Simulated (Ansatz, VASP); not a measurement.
Cu2As3: VASP beside Ansatz

File INCAR:

```
  PREC = Accurate
  ENCUT = 600
  EDIFF = 1E-6
  ISMEAR = 0
  SIGMA = 0.1
  LREAL = False
  LASPH = True
  NELM = 100
  ALGO = Normal
  ISIF = 3
  LWAVE = False
  LCHARG = False
  GGA = PE
  IBRION = 2
  NSW = 100
  EDIFFG = -0.01
```

The input KPOINTS:

```
Automatic mesh
0
Gamma
  8 8 8
```

File POSCAR:

```
Cu2As3
1.0
    4.7040079584      0.0000000000      0.0000000000
    0.0000000000      4.7040079584      0.0000000000
    0.0000000000      0.0000000000      4.7040079584
Cu As
2 3
Direct
    0.0000000000      0.0000000000      0.0000000000
    0.5000000000      0.5000000000      0.5000000000
    0.0000000000      0.5000000000      0.5000000000
    0.5000000000      0.0000000000      0.5000000000
    0.5000000000      0.5000000000      0.0000000000
```

Input for Ansatz:

```yaml
crystal:
  lattice:
    - [4.7040079584, 0.0, 0.0]
    - [0.0, 4.7040079584, 0.0]
    - [0.0, 0.0, 4.7040079584]
  atoms:
    - { symbol: Cu, position: [0.0, 0.0, 0.0] }
    - { symbol: Cu, position: [0.5, 0.5, 0.5] }
    - { symbol: As, position: [0.0, 0.5, 0.5] }
    - { symbol: As, position: [0.5, 0.0, 0.5] }
    - { symbol: As, position: [0.5, 0.5, 0.0] }
basis:
  ecutwfc: 420
kpoints:
  mp_grid: { grid: [8, 8, 8] }
hamiltonian:
  xc: pbe
scf:
  occupations: { method: gaussian, width: 0.1 }
output:
  forces: true
  stress: true
  eigenvalues: true
  write_density: true
  write_potential: true
  elf: true
  volumetric_format: npy
relax:
  adjacent_minimum: "off"
  f_tol: 0.01
  max_steps: 80
  cell: { stress_tol: 0.05 }
```

Alike in both runs: task relaxation of cell and atoms; functional PBE; k mesh 8 × 8 × 8; occupations gaussian, width 0.1 eV; no spin polarisation.

|  | VASP | Ansatz |
| --- | --- | --- |
| version | VASP 6.6.1 | Ansatz 0.2.0 |
| potentials or method | VASP PAW PBE potentials, release 64 (Cu, As) | scalar-relativistic, plane waves, PAW |
| plane-wave cutoff (eV) | 600 | 420 |
| valence electrons in the cell | 37 | 83 |

```csv
,VASP,Ansatz,Ansatz less VASP
"gap on the k mesh at the Fermi level, each at its own relaxed structure (eV)",none,none,-
relaxed volume (Å³/atom),20.66,20.63,-0.036
relaxed cell length with the largest relative difference (Å),4.692,4.690,-0.0027
```

A gap of «none» marks a metal or a gap that the smearing closes. The two sets of potentials don't hold the same shells in valence.
